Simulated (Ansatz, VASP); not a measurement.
**Sc2Ru in VASP and in Ansatz**

```xyz
6
Lattice="0.0000 3.8272 3.8272 3.8272 0.0000 3.8272 3.8272 3.8272 0.0000" Properties=species:S:1:pos:R:3 pbc="T T T"
Sc    0.9568    0.9568    0.9568
Sc    0.9568    2.8704    2.8704
Sc    2.8704    2.8704    0.9568
Sc    2.8704    0.9568    2.8704
Ru    3.8272    3.8272    3.8272
Ru    5.7408    5.7408    5.7408
```

Alike in both runs: functional PBE; k mesh 8 × 8 × 8; occupations gaussian, width 0.1 eV; no spin polarisation.

Ansatz relaxed the structure, and its values are those at the end. VASP's run is a single point on that final structure, the one shown.

|  | VASP | Ansatz |
| --- | --- | --- |
| version | VASP 6.6.1 | Ansatz 0.2.0 |
| potentials or method | VASP PAW PBE potentials, release 64 (Sc_sv, Ru_pv) | scalar-relativistic, plane waves, PAW |
| plane-wave cutoff (eV) | 520 | 420 |
| valence electrons in the cell | 72 | 76 |

|  | VASP | Ansatz | Ansatz less VASP |
| --- | --- | --- | --- |
| gap on the k mesh at the Fermi level (eV) | none | none | - |
| pressure (GPa) | 0.2 | 0.0 | -0.21 |

A gap of «none» marks a metal or a gap that the smearing closes. The two sets of potentials don't hold the same shells in valence.
